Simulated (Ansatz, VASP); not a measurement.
One calculation of Nb2O, two programs

```xyz
6
Lattice="4.5984 0.0000 0.0000 0.0000 4.5984 0.0000 0.0000 0.0000 4.5984" Properties=species:S:1:pos:R:3 pbc="T T T"
Nb    1.1496    1.1496    1.1496
Nb    1.1496    3.4488    3.4488
Nb    3.4488    3.4488    1.1496
Nb    3.4488    1.1496    3.4488
O     0.0000    0.0000    0.0000
O     2.2992    2.2992    2.2992
```

Alike in both runs: functional PBE; k mesh 8 × 8 × 8; occupations gaussian, width 0.1 eV; no spin polarisation.

Ansatz relaxed the structure, and its values are those at the end. VASP's run is a single point on that final structure, the one shown.

```csv
,VASP,Ansatz
version,VASP 6.6.1,Ansatz 0.2.0
potentials or method,"VASP PAW PBE potentials, release 64 (Nb_sv, O)","scalar-relativistic, plane waves, PAW"
plane-wave cutoff (eV),520,420
valence electrons in the cell,64,64
```

|  | VASP | Ansatz | Ansatz less VASP |
| --- | --- | --- | --- |
| gap on the k mesh at the Fermi level (eV) | none | none | - |
| pressure (GPa) | -0.4 | 0.0 | +0.40 |

A gap of «none» marks a metal or a gap that the smearing closes. The functional is the same, so the differences come from potentials, cutoffs and numerics.
